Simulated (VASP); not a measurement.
# A single sheet of CdI2: relaxation and electronic structure, part 3 of 3

Aim: model a single sheet of CdI2 by a slab and find how far its highest filled level lies below the vacuum.

VASP 6.6.1; PBEsol; plane waves and PAW (I, Cd).

So far. Step 2 (Surface relaxation): The run ended after 4 ionic steps, 0.008 eV below its first step, once the forces on the free atoms met EDIFFG = -0.03. Step 3 (Vacuum level and density of states): The vacuum level lies 6.40 eV above the highest filled level at the upper face; both faces agree, as the slab has next to no dipole.

## (5) Slab, other settings: ENCUT = 450

This step: PBEsol; plane waves and PAW (I, Cd) (VASP 6.6.1).

The run is repeated with some settings moved, to see what they change.

File INCAR:

```
SYSTEM = CdI2
PREC = Normal
ENCUT = 450
EDIFF = 1E-06
NELM = 120
ISMEAR = 0
SIGMA = 0.05
LREAL = .FALSE.
ALGO = Fast
GGA = PS
NBANDS = 19
LORBIT = 11
LWAVE = .FALSE.
LCHARG = .FALSE.
KPAR = 2
IDIPOL = 3
LDIPOL = .TRUE.
DIPOL = 0.5 0.5 0.5
LVHAR = .TRUE.
LVACPOTAV = .TRUE.
```

File POSCAR:

```
CdI2
1.0
    4.2887031760      0.0000000000      0.0000000000
   -2.1443515880      3.7141258990      0.0000000000
    0.0000000000      0.0000000000     18.4365180971
I Cd
2 1
Direct
    0.3333333330      0.6666666670      0.5910283390
    0.0000000000      0.0000000000      0.4090845645
    0.6666666670      0.3333333330      0.4999756266
```

File KPOINTS:

```
Automatic mesh
0
Gamma
9 9 1
0 0 0
```

Potentials, in the order of the species: I and Cd (PBE family, release 64).

Started as:

```console
$ mpirun -np 2 vasp_std
```

Output:

```text
[banner, memory and clock lines left out]
running    2 mpi-ranks, on    1 nodes
 distrk:  each k-point on    1 cores,    2 groups
 distr:  one band on    1 cores,    1 groups

 POSCAR found type information on POSCAR I Cd
 POSCAR found :  2 types and       3 ions
 [... a notice as in an earlier step ...]

 LDA part: xc-table for (Slater+PW92), standard interpolation
 POSCAR, INCAR and KPOINTS ok, starting setup
 FFT: planning ... GRIDC
 FFT: planning ... GRID_SOFT
 FFT: planning ... GRID
 WAVECAR not read
 entering main loop
       N       E                     dE             d eps       ncg     rms          rms(c)
DAV:   1     0.176684458334E+03    0.17668E+03   -0.85714E+03   456   0.903E+02
DAV:   2     0.831137186404E+01   -0.16837E+03   -0.16491E+03   618   0.209E+02
DAV:   3    -0.629161731630E+01   -0.14603E+02   -0.14552E+02   523   0.684E+01
DAV:   4    -0.668085587446E+01   -0.38924E+00   -0.38910E+00   679   0.106E+01
DAV:   5    -0.668421057368E+01   -0.33547E-02   -0.33546E-02   605   0.106E+00    0.608E+00
RMM:   6    -0.637016458353E+01    0.31405E+00   -0.60266E-01   485   0.466E+00    0.508E+00
RMM:   7    -0.634222242209E+01    0.27942E-01   -0.19708E-01   526   0.201E+00    0.173E+00
RMM:   8    -0.633920810340E+01    0.30143E-02   -0.13241E-02   558   0.948E-01    0.317E-01
RMM:   9    -0.633906947996E+01    0.13862E-03   -0.20765E-03   565   0.286E-01    0.111E-01
RMM:  10    -0.633916601973E+01   -0.96540E-04   -0.30116E-04   590   0.110E-01    0.276E-02
RMM:  11    -0.633922128973E+01   -0.55270E-04   -0.50907E-05   577   0.497E-02    0.150E-02
RMM:  12    -0.633928348813E+01   -0.62198E-04   -0.15141E-05   563   0.263E-02    0.947E-03
RMM:  13    -0.633932205906E+01   -0.38571E-04   -0.50601E-06   470   0.133E-02    0.265E-03
RMM:  14    -0.633935122381E+01   -0.29165E-04   -0.38436E-06   465   0.911E-03    0.304E-03
RMM:  15    -0.633937599877E+01   -0.24775E-04   -0.30523E-06   464   0.663E-03    0.107E-03
RMM:  16    -0.633937766354E+01   -0.16648E-05   -0.43817E-07   415   0.314E-03    0.604E-04
RMM:  17    -0.633938129801E+01   -0.36345E-05   -0.45827E-07   355   0.239E-03    0.261E-04
RMM:  18    -0.633938160706E+01   -0.30905E-06   -0.91360E-08   302   0.165E-03
 [... a notice as in an earlier step ...]

   1 F= -.63393816E+01 E0= -.63393816E+01  d E =-.217920E-10
```

Wall time 19 s (2 MPI ranks of AMD EPYC 7R43, shared host); peak memory 0.44 GiB; 37 s of CPU time.

Parts of OUTCAR (step 5):

```text
The static configuration has the point symmetry C_3v.

 Found     12 irreducible k-points:

   dimension x,y,z NGX =    24 NGY =   24 NGZ =   96
   dimension x,y,z NGXF=    48 NGYF=   48 NGZF=  192

   ENCUT  =  450.0 eV  33.07 Ry    5.75 a.u.   7.42  7.42 31.89*2*pi/ulx,y,z

   NELECT =      26.0000    total number of electrons

 E-fermi :  -3.1984

 k-point     1 :       0.0000    0.0000    0.0000
  band No.  band energies     occupation
    ...
      9      -4.1183      2.00000
     10      -3.7179      2.00000
     11      -3.7179      2.00000
     12      -3.4333      2.00000
     13      -3.4333      2.00000
     14      -0.5703      0.00000
     15       0.9633      0.00000
     16       2.6548      0.00000
     17       2.7259      0.00000
     18       2.7534      0.00000
    ...

 k-point     2 :       0.1111   -0.0000    0.0000
  band No.  band energies     occupation
    ...
      9      -4.2469      2.00000
     10      -4.0490      2.00000
     11      -3.9015      2.00000
     12      -3.7597      2.00000
     13      -3.4128      2.00000
     14      -0.2401      0.00000
     15       1.4190      0.00000
     16       2.2671      0.00000
     17       2.7933      0.00000
     18       2.9623      0.00000
    ...

  Total       -0.5483268     -0.5483268     -0.0452803     -0.0000000     -0.0000000      0.0000000
  in kB       -2.9914966     -2.9914966     -0.2470347     -0.0000000     -0.0000000      0.0000000
  external PRESSURE =      -2.0766759 kB  Pullay stress =       0.0000000 kB

  energy-cutoff  :      450.00
  volume of cell :      293.67
      direct lattice vectors                 reciprocal lattice vectors
     4.288703176  0.000000000  0.000000000     0.233170718  0.134621177  0.000000000
    -2.144351588  3.714125899  0.000000000     0.000000000  0.269242354  0.000000000
     0.000000000  0.000000000 18.436518097     0.000000000  0.000000000  0.054240177

 POSITION                                       TOTAL-FORCE (eV/Angst)
 -----------------------------------------------------------------------------------
     -0.00000      2.47608     10.89650         0.000000     -0.000000     -0.005161
      0.00000      0.00000      7.54209        -0.000000      0.000000     -0.003482
      2.14435      1.23804      9.21781        -0.000000      0.000000      0.008643
 -----------------------------------------------------------------------------------
    total drift:                                0.000000     -0.000000      0.000078

  FREE ENERGIE OF THE ION-ELECTRON SYSTEM (eV)
  ---------------------------------------------------
  free  energy   TOTEN  =        -6.3393816071 eV

  energy  without entropy=       -6.3393816070  energy(sigma->0) =       -6.33938161

 vacuum level on the upper side and lower side of the slab         2.993         2.987

 total charge
# of ion       s       p       d       tot
------------------------------------------
    1        1.512   2.759   0.013   4.284
    2        1.512   2.760   0.013   4.284
    3        0.387   0.244   9.571  10.202
--------------------------------------------------
tot          3.410   5.763   9.598  18.771

[... 6 parts as in an earlier step ...]

[... 5 further parts left out ...]
```

Numbers from this step:

```
electronic cycles              : 18
free energy (TOTEN)            : -6.339 eV
Fermi energy                   : -3.198 eV
vacuum levels                  : 2.993, 2.987 eV
gap on the k-mesh              : 2.549 eV
least direct gap on the k-mesh : 2.71 eV
```

Settings moved on purpose: ENCUT = 450.

Against the run that it repeats, NBANDS also differs.

The two runs compared:

```csv
quantity,this run,the run it repeats,difference
energy at zero smearing (eV),-6.3394,-6.3400,6.6e-4
free energy (TOTEN) (eV),-6.3394,-6.3400,6.6e-4
Fermi energy (eV),-3.1984,-3.1894,-0.00900
electronic cycles,18,17,1
```

The total energy moves by 0.2 meV an atom.

## (6) Summary of results

| Item | Value |
| --- | --- |
| ionisation potential of the slab | 6.40 eV |

**Reading.** The ionisation potential is 6.40 eV at both faces. The atom that ends on top (I) moved inwards by 0.04 Å, counted from the mean of all atoms. Semilocal band edges put the ionisation potential too low and the gap too small. Spin-orbit coupling is left out, which matters for the heavy elements here. The cell in the plane was kept as given and was not relaxed here. The slab has a gap, so the level below the vacuum is counted from the highest filled level.

[Lines on the potential files, build, host, timing and source positions are cut from VASP's logs without a mark.]

[Logs are printed without paths, hosts, clocks, repeated set-up lines and the standing remarks that a program may print on its own settings, such as how far it seeks lower states.]

[Hosts, paths, dates, database ids (printed as entryN), source tags and the programs' standing remarks are cut or masked in the printed files.]

[In band tables of VASP the shares of atoms and orbitals are scaled to a sum of 1 inside the atoms' spheres.]

[Runs that stopped without an error message from VASP are left out.]
